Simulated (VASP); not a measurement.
Here is the system:

```xyz
8
Lattice="6.0150 0.0000 0.0000 0.0000 6.0150 0.0000 0.0000 0.0000 6.0150" Properties=species:S:1:pos:R:3 pbc="T T T"
Zn     0.0000     0.0000     0.0000
Se     1.4217     1.4217     1.4217
Se     4.5933     4.5933     1.4217
Se     4.5933     1.4217     4.5933
Se     1.4217     4.5933     4.5933
Hg     3.0075     3.0075     0.0000
Hg     3.0075     0.0000     3.0075
Hg     0.0000     3.0075     3.0075
```

The numbers are results of PBEsol GGA, VASP's PBE PAW potentials (set 64) (plane waves; VASP), not measurements. Settings: 400 eV cut-off, 6×6×6 Γ-centred mesh, tetrahedra with Blöchl corrections, potentials Zn Se Hg.

The cores are frozen, which limits the accuracy of field gradients.

Problem. Give the principal components of the electric field gradient (V/Å²) and the asymmetry η at each nucleus.

Solution. 
| atom | Vxx | Vyy | Vzz | η |
|---|---|---|---|---|
| Zn1 | 0.0 | 0.0 | 0.0 | - |
| Se2 | 8.7 | 8.7 | -17.5 | 0.00 |
| Se3 | 8.7 | 8.7 | -17.5 | 0.00 |
| Se4 | 8.7 | 8.7 | -17.5 | 0.00 |
| Se5 | 8.7 | 8.7 | -17.5 | 0.00 |
| Hg6 | -37.0 | -37.0 | 74.0 | 0.00 |
| Hg7 | -37.0 | -37.0 | 74.0 | 0.00 |
| Hg8 | -37.0 | -37.0 | 74.0 | 0.00 |

The structure was generated: Hg3ZnSe4 was put into an ordered model structure (P-43m), which need not be its known phase. It was relaxed first.
